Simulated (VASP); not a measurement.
Given:

```yaml
crystal:
  lattice:
    - [2.00430, -3.47155, 0.00000]
    - [2.00430, 3.47155, 0.00000]
    - [0.00000, 0.00000, 5.23260]
  atoms:
    - { symbol: Ni, position: [0.00000, 0.00000, 0.50000] }
    - { symbol: Ni, position: [0.00000, 0.00000, 0.00000] }
    - { symbol: Sb, position: [0.33333, 0.66667, 0.25000] }
    - { symbol: Sb, position: [0.66667, 0.33333, 0.75000] }
```

All values below come from PBE GGA, VASP's PBE PAW potentials (set 64) (plane waves; VASP). Numerical set-up: 400 eV cut-off, 7×7×5 Γ-centred mesh, first-order Methfessel-Paxton smearing of 0.10 eV, potentials Ni Sb.

Unless said otherwise, spin-orbit coupling is left out, though it shifts the bands of the heavy elements here.

Q: Estimate the energy per atom (σ→0), pressure, band gap (on the k-mesh) with the smallest direct gap where there is one.

A: 
| Property | Result |
|---|---|
| band gap (on the k-mesh) | none (metal, semimetal or under 0.01 eV) |
| energy per atom (σ→0) | -5.072 eV/atom |
| pressure | -3.55 GPa |

The absolute energy has meaning only against runs of the same code, potentials and settings.

The compound is NiSb in the NiAs type structure. The cell was not relaxed at this level. The run is not spin-polarised, so no magnetic state was tried.
